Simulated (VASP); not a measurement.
Method: SCAN meta-GGA, VASP's PBE PAW potentials (set 64) (plane waves; VASP 6.6.1).

Input for VASP

### INCAR
```
LORBIT=11   # lm-projected
LMAXMIX=4   # l cut-off of mixed one-centre charges
NEDOS=601
PREC=Accurate
LWAVE=.FALSE.
LMIXTAU=.TRUE.
LASPH=.TRUE.   # aspherical one-centre terms
SYSTEM=As
LREAL=.FALSE.
ISIF=2
ALGO=Normal   # blocked Davidson
NELM=100   # most electronic steps
ISMEAR=-5
LCHARG=.FALSE.
ENCUT=520
METAGGA=SCAN
EDIFF=1E-7   # SCF stop (eV)
```

File KPOINTS_OPT:
```
k-points along high-symmetry lines
8
Line-mode
Reciprocal
  0.000000   0.000000   0.000000 ! GAMMA
  0.500000   0.500000   0.500000 ! T

  0.500000   0.500000   0.500000 ! T
  0.769824   0.230176   0.500000 ! H_2

  0.500000  -0.230176   0.230176 ! H_0
  0.500000   0.000000   0.000000 ! L

  0.500000   0.000000   0.000000 ! L
  0.000000   0.000000   0.000000 ! GAMMA

  0.000000   0.000000   0.000000 ! GAMMA
  0.365088  -0.365088  -0.000000 ! S_0

  0.634912  -0.000000   0.365088 ! S_2
  0.500000  -0.000000   0.500000 ! F

  0.500000  -0.000000   0.500000 ! F
  0.000000   0.000000   0.000000 ! GAMMA
```

**POSCAR**
```
As
1
    3.6779036465    -1.8874021276    -0.0052319414
    3.6779036465     1.8874021276    -0.0052319414
    2.7137824983     0.0000000000     3.1184406662
As
2
Direct
  0.2267758171   0.2267758171   0.2267758171
  0.7732241829   0.7732241829   0.7732241829
```

### KPOINTS
```
Automatic mesh
0
Gamma
13 13 13
0 0 0
```

POTCAR, in this order: As (PBE.64 set). Program: vasp_std.

The resulting files:

**OSZICAR**
```
       N       E                     dE             d eps       ncg     rms          rms(c)
DAV:   1    -0.444556683670E+00   -0.44456E+00   -0.44821E+03  4158   0.953E+02
DAV:   2    -0.406675225428E+02   -0.40223E+02   -0.39545E+02  6437   0.126E+02
DAV:   3    -0.419648295842E+02   -0.12973E+01   -0.12948E+01  4788   0.276E+01
DAV:   4    -0.419713518274E+02   -0.65222E-02   -0.65188E-02  5138   0.208E+00
DAV:   5    -0.419713680896E+02   -0.16262E-04   -0.16243E-04  4756   0.981E-02    0.309E+00
DAV:   6    -0.403862947994E+02    0.15851E+01   -0.29902E-01  4180   0.645E+00    0.200E+00
DAV:   7    -0.401509103136E+02    0.23538E+00   -0.26269E-01  4165   0.706E+00    0.238E-01
DAV:   8    -0.403427887634E+02   -0.19188E+00   -0.20563E-01  4161   0.546E+00    0.238E-01
DAV:   9    -0.403626441826E+02   -0.19855E-01   -0.11228E-02  4461   0.178E+00    0.240E-01
DAV:  10    -0.403687848423E+02   -0.61407E-02   -0.10930E-03  4272   0.490E-01    0.167E-01
DAV:  11    -0.403861336113E+02   -0.17349E-01   -0.72186E-02  4158   0.401E+00    0.105E-01
DAV:  12    -0.403859095463E+02    0.22406E-03   -0.19259E-03  4678   0.448E-01    0.734E-02
DAV:  13    -0.403860376047E+02   -0.12806E-03   -0.12926E-04  4342   0.155E-01    0.103E-01
DAV:  14    -0.403855129998E+02    0.52460E-03   -0.23343E-03  4160   0.573E-01    0.765E-02
DAV:  15    -0.403855229257E+02   -0.99258E-05   -0.99775E-05  4714   0.951E-02    0.790E-02
DAV:  16    -0.403856458861E+02   -0.12296E-03   -0.67286E-05  4164   0.115E-01    0.790E-02
DAV:  17    -0.403856105426E+02    0.35343E-04   -0.55500E-05  4200   0.106E-01    0.553E-02
DAV:  18    -0.403856395224E+02   -0.28980E-04   -0.36644E-04  4167   0.254E-01    0.241E-02
DAV:  19    -0.403856520716E+02   -0.12549E-04   -0.15290E-05  4445   0.553E-02    0.175E-02
DAV:  20    -0.403856508657E+02    0.12059E-05   -0.26762E-06  4258   0.225E-02    0.161E-02
DAV:  21    -0.403856602333E+02   -0.93676E-05   -0.16080E-05  4162   0.657E-02    0.606E-03
DAV:  22    -0.403856585703E+02    0.16630E-05   -0.15051E-06  4697   0.155E-02    0.489E-03
DAV:  23    -0.403856585226E+02    0.47751E-07   -0.59802E-08  2124   0.286E-03
   1 F= -.40385659E+02 E0= -.40385659E+02  d E =0.000000E+00
       N       E                     dE             ncg
```

File OUTCAR:
```
------------------------ aborting loop because EDIFF is reached ----------------------------------------
  FORCE on cell =-STRESS in cart. coord.  units (eV):
  Direction    XX          YY          ZZ          XY          YZ          ZX
  --------------------------------------------------------------------------------------
  Total       -0.0106929      0.0183295      0.0155647      0.0000000      0.0000000     -0.0089577
  in kB       -0.3952178      0.6774709      0.5752815      0.0000000      0.0000000     -0.3310852
  external PRESSURE =       0.2858449 kB  Pullay stress =       0.0000000 kB
  volume of cell :       43.35
      direct lattice vectors                 reciprocal lattice vectors
     3.677903646 -1.887402128 -0.005231941     0.135778923 -0.264914399 -0.118159844
     3.677903646  1.887402128 -0.005231941     0.135778923  0.264914399 -0.118159844
     2.713782498  0.000000000  3.118440666     0.000455604  0.000000000  0.320276605
 POSITION                                       TOTAL-FORCE (eV/Angst)
 -----------------------------------------------------------------------------------
      2.28354      0.00000      0.70481         0.006547      0.000000      0.002021
      7.78605      0.00000      2.40316        -0.006547      0.000000     -0.002021
 -----------------------------------------------------------------------------------
    total drift:                               -0.000000     -0.000000     -0.000000
  FREE ENERGIE OF THE ION-ELECTRON SYSTEM (eV)
  ---------------------------------------------------
  free  energy   TOTEN  =       -40.3856585226 eV

  energy  without entropy=      -40.3856585226  energy(sigma->0) =      -40.38565852

 total charge

# of ion       s       p       d       tot
------------------------------------------
    1        1.295   1.367   0.050   2.712
    2        1.295   1.367   0.050   2.712
--------------------------------------------------
tot          2.590   2.733   0.100   5.423
```
(Selected blocks of OUTCAR.)

For a metal the tetrahedron method with Blöchl corrections gives inexact stress and forces.

The compound is As in the a7 structure. It was relaxed first.
